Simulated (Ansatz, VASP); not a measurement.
# Ni (Ni strained to the junction's net) in two plane-wave programs, part 2 of 2

Aim: how closely do two programs agree when they are given the same cell, functional and k mesh? The structure shown is the end of the Ansatz relaxation below.

VASP 6.6.1 and Ansatz 0.2.0.

So far: The starting structure; Ansatz: relaxation, PBE; VASP: single point, PBE.

## 3. VASP: single point, PBE (continued)

Level of this step: PBE, spin-polarised from a ferromagnetic start; plane waves and PAW (Ni) (VASP).

Numbers of over 12 decimals in the logs are rounded to 6 here.

From OUTCAR (step 3):

```text
ion  position               nearest neighbor table
   1  0.000  0.000  0.000-   2 2.49   3 2.49   3 2.49   2 2.49   3 2.49   2 2.49
   2  0.333  0.667  0.333-   1 2.49   1 2.49   1 2.49   3 2.49   3 2.49   3 2.49
   3  0.667  0.333  0.667-   1 2.49   1 2.49   1 2.49   2 2.49   2 2.49   2 2.49

  LATTYP: Found a hexagonal cell.
 ALAT       =     2.5070000000
 C/A-ratio  =     2.4224941428

 Subroutine GETGRP returns: Found 12 space group operations
 (whereof 12 operations were pure point group operations)

The static configuration has the point symmetry D_3d.

 Found    165 irreducible k-points:

   k-points           NKPTS =    165   k-points in BZ     NKDIM =    165   number of bands    NBANDS=     24

   dimension x,y,z NGX =    20 NGY =   20 NGZ =   50
   dimension x,y,z NGXF=    40 NGYF=   40 NGZF=  100

   ENCUT  =  600.0 eV  44.10 Ry    6.64 a.u.   5.01  5.01 12.13*2*pi/ulx,y,z

   NELECT =      30.0000    total number of electrons

 k-points in reciprocal lattice and weights: Automatic mesh
   0.00000000  0.00000000  0.00000000       0.001
   0.05555556  0.00000000  0.00000000       0.004
   0.11111111  0.00000000  0.00000000       0.004
   0.16666667 -0.00000000  0.00000000       0.004
   0.22222222 -0.00000000  0.00000000       0.004
   0.27777778  0.00000000  0.00000000       0.004
   0.33333333 -0.00000000  0.00000000       0.004
   0.38888889  0.00000000  0.00000000       0.004
   0.44444444 -0.00000000  0.00000000       0.004
[...]
-0.27777778 -0.38888889  0.40000000       0.007
   0.33333333  0.33333333  0.40000000       0.002

 average (electrostatic) potential at core
       1 -82.1598       2 -82.1598       3 -82.1598

 E-fermi :   9.1871

 spin component 1
 k-point     1 :       0.0000    0.0000    0.0000
  band No.  band energies     occupation
    ...
     14       7.9558      1.00000
     15       8.2639      0.99990
     16       8.2639      0.99990
     17       8.2639      0.99990
     18       8.2639      0.99990
     19      19.8349      0.00000
     20      19.8349      0.00000
     21      31.9740      0.00000
     22      31.9740      0.00000
     23      32.7988      0.00000
    ...

 k-point     2 :       0.0556    0.0000    0.0000
  band No.  band energies     occupation
    ...
     14       7.9586      1.00000
     15       8.1409      0.99997
     16       8.2996      0.99986
     17       8.3732      0.99971
     18       8.5101      0.99885
     19      19.9065      0.00000
     20      19.9086      0.00000
     21      30.4074      0.00000
     22      31.4168      0.00000
     23      31.9486      0.00000
    ...

 k-point     3 :       0.1111    0.0000    0.0000
  band No.  band energies     occupation
    ...
     14       7.9720      0.99999
     15       8.0102      0.99999
     16       8.4656      0.99926
     17       8.5624      0.99807
     18       8.9147      0.93840
     19      20.1186      0.00000
     20      20.1336      0.00000
     21      27.7363      0.00000
     22      30.2748      0.00000
     23      30.3414      0.00000
    ...

 k-point     4 :       0.1667   -0.0000    0.0000
  band No.  band energies     occupation
    ...
     13       7.8101      1.00000
     14       7.8838      1.00000
     15       8.0104      0.99999
     16       8.5401      0.99845
     17       8.9245      0.93251
     18       9.3858      0.12054
     19      20.4690      0.00000
     20      20.5064      0.00000
     21      25.0733      0.00000
     22      28.5557      0.00000
    ...

 k-point     5 :       0.2222   -0.0000    0.0000
  band No.  band energies     occupation
    ...
     12       7.6112      1.00000
     13       7.7993      1.00000
     14       7.8046      1.00000
     15       8.0915      0.99998
     16       8.5974      0.99726
     17       9.3266      0.19850
     18       9.9019      0.00079
     19      20.8997      0.00000
     20      20.9548      0.00000
     21      22.6692      0.00000
    ...

 k-point     6 :       0.2778    0.0000    0.0000
  band No.  band energies     occupation
    ...
     12       7.9064      1.00000
     13       7.9142      1.00000
     14       7.9379      1.00000
     15       8.2198      0.99994
     16       8.6396      0.99583
     17       9.7578      0.00331
     18      10.4820      0.00000
     19      19.7102      0.00000
     20      21.5610      0.00000
     21      22.1845      0.00000
    ...

  Total       -0.6206090     -0.6206090     -0.0419850      0.0000000      0.0000000      0.0000000
  in kB      -30.0796154    -30.0796154     -2.0349238      0.0000000      0.0000000      0.0000000
  external PRESSURE =     -20.7313848 kB  Pullay stress =       0.0000000 kB

  energy-cutoff  :      600.00
  volume of cell :       33.06
      direct lattice vectors                 reciprocal lattice vectors
     2.507000000  0.000000000  0.000000000     0.398883127  0.230295281  0.000000000
    -1.253500000  2.171125687  0.000000000     0.000000000  0.460590562  0.000000000
     0.000000000  0.000000000  6.073192816     0.000000000  0.000000000  0.164658036

 POSITION                                       TOTAL-FORCE (eV/Angst)
 -----------------------------------------------------------------------------------
      0.00000      0.00000      0.00000        -0.000000      0.000000     -0.000000
     -0.00000      1.44742      2.02440         0.000000     -0.000000      0.000000
      1.25350      0.72371      4.04880        -0.000000      0.000000     -0.000000
 -----------------------------------------------------------------------------------
    total drift:                               -0.000000      0.000000     -0.000000

  FREE ENERGIE OF THE ION-ELECTRON SYSTEM (eV)
  ---------------------------------------------------
  free  energy   TOTEN  =       -16.4903044560 eV

  energy  without entropy=      -16.3271398409  energy(sigma->0) =      -16.40872215

 total charge
# of ion       s       p       d       tot
------------------------------------------
    1        0.492   0.486   8.310   9.288
    2        0.492   0.486   8.310   9.288
    3        0.492   0.486   8.310   9.288
--------------------------------------------------
tot          1.476   1.459  24.929  27.864

 magnetization (x)
# of ion       s       p       d       tot
------------------------------------------
    1       -0.006  -0.024   0.657   0.627
    2       -0.006  -0.024   0.657   0.627
    3       -0.006  -0.024   0.657   0.627
--------------------------------------------------
tot         -0.019  -0.072   1.971   1.880

[... 6 further parts left out ...]
```

The magnetic state follows from one typed start and may not be the lowest.

## 4. Side by side

Known differences besides the potentials themselves: VASP starts from the moments at which Ansatz ended; the data sets hold 54 valence electrons in Ansatz (on its default PAW (the set named soft_2) files) and 30 in VASP; the cutoff is 420 eV in Ansatz and 600 eV in VASP; Ansatz's pressure holds a Pulay correction, VASP's none; site moments are counted in spheres of each program's own size. Total energies have different zeros and are not compared.

The two programs side by side:

```tsv
quantity	Ansatz	VASP	difference
pressure (GPa)	-1.91	-2.07	+0.16
total moment (μB)	1.88	1.84	+0.04
moment on Ni1 (μB)	0.67	0.63	+0.04
moment on Ni2 (μB)	0.67	0.63	+0.04
moment on Ni3 (μB)	0.67	0.63	+0.04
```

## 5. Summary of results

| Property | Result |
| --- | --- |
| difference in total moment (single point, PBE) | 0.038 μB |

In words: The difference in total moment is 0.038 μB (single point, PBE). The data sets hold unlike numbers of valence electrons (54 in Ansatz and 30 in VASP), so part of the differences comes from the potentials. How closely two codes agree says nothing of how well the functional describes the real material.

[Lines on the potential files, build, host, timing and source positions are cut from VASP's logs without a mark.]

[Logs are printed without paths, hosts, clocks, repeated set-up lines and the standing remarks that a program may print on its own settings, such as how far it seeks lower states.]

[Hosts, paths, dates, database ids (printed as entryN), source tags and the programs' standing remarks are cut or masked in the printed files.]
